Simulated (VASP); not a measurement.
The system is Au.

```
Au
1.0
     0.00000    2.03950    2.03950
     2.03950    0.00000    2.03950
     2.03950    2.03950    0.00000
Au
1
Direct
  0.00000 0.00000 0.00000
```

Base run:

| Item | Value |
| --- | --- |
| Program | VASP 6.6.1 |
| Functional | PBE |
| Potentials or basis | VASP PAW PBE potentials, release 64 (Au) |
| Cutoff | 520 eV |
| k mesh | 28 × 28 × 28 |
| Occupations | fermi-dirac, width 0.05 eV |
| Spin | no spin polarisation |

Its results: band gap on the k mesh none (metal or under the smearing width); pressure 9.2 GPa.

After a change of settings the same cell gave: band gap on the k mesh none (metal or under the smearing width); pressure 0.3 GPa. Which change was it?
A. functional from PBE to PBEsol; k mesh from 28 × 28 × 28 to 20 × 20 × 20
B. k mesh from 28 × 28 × 28 to 20 × 20 × 20
C. k mesh from 28 × 28 × 28 to 12 × 12 × 12

A.

Caveats: the PAW data sets were made with another functional, which shifts forces and pressure a little (some runs).

Not every run made on this cell is shown here.
